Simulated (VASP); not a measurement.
Given:

```yaml
crystal:
  lattice:
    - [-1.50678, 1.50678, 1.50678]
    - [1.50678, -1.50678, 1.50678]
    - [1.50678, 1.50678, -1.50678]
  atoms:
    - { symbol: V, position: [0.00000, 0.00000, 0.00000] }
```

These are revPBE GGA, VASP's PBE PAW potentials (set 64) (plane waves; VASP) values and carry that method's errors. Numerical set-up: 520 eV cut-off, Gaussian smearing of 0.050 eV, potentials V_sv.

Q: Give the energies of bands 5 to 9 at the high-symmetry points, in eV from the Fermi level.

A: 
```json
[
 {"band": "5", "Γ": "-6.55", "H": "-2.91", "N": "-3.11", "P": "-1.10"},
 {"band": "6", "Γ": "0.42", "H": "-2.91", "N": "-1.09", "P": "-1.10"},
 {"band": "7", "Γ": "0.42", "H": "3.65", "N": "1.58", "P": "-1.10"},
 {"band": "8", "Γ": "0.42", "H": "3.65", "N": "2.39", "P": "2.80"},
 {"band": "9", "Γ": "2.39", "H": "3.65", "N": "2.74", "P": "2.80"}
]
```

It has no gap at this level: it comes out as a metal or semimetal.

The compound is V in the bcc structure. It was relaxed first. The run is not spin-polarised, so no magnetic state was tried.
